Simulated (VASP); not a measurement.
Given:

```yaml
crystal:
  lattice:
    - [0.00000, 2.95298, 2.95298]
    - [2.95298, 0.00000, 2.95298]
    - [2.95298, 2.95298, 0.00000]
  atoms:
    - { symbol: Rh, position: [0.00000, 0.00000, 0.00000] }
    - { symbol: Te, position: [0.25000, 0.25000, 0.25000] }
```

Method: PBE GGA, VASP's PBE PAW potentials (set 64) (plane waves; VASP). Numerical set-up: 400 eV cut-off, Gaussian smearing of 0.050 eV, potentials Rh_pv Te.

Give the energies of bands 5 to 13 at the high-symmetry points, in eV from the Fermi level.

```
band      Γ      X      U      L      W
----  -----  -----  -----  -----  -----
5     -4.33  -5.41  -4.99  -5.04  -4.66
6     -4.33  -3.40  -3.86  -4.04  -4.38
7     -4.33  -3.40  -3.62  -4.04  -3.38
8     -2.05  -2.14  -2.44  -1.95  -2.17
9     -2.05  -1.79  -1.98  -1.95  -2.08
10     2.98  -1.42  -1.45  -1.71  -1.67
11     2.98  -0.81  -0.77   1.25  -1.12
12     2.98  -0.81  -0.04   1.25  -0.07
13     2.98   4.38   4.85   4.04   6.34
```

It has no gap at this level: it comes out as a metal or semimetal.

The structure was generated: RhTe was put into the zinc blende type (F-43m), which need not be its known phase. It was relaxed first, which changed the volume by -24 %. The electron count is odd and the run is not spin-polarised, which forces a metal.
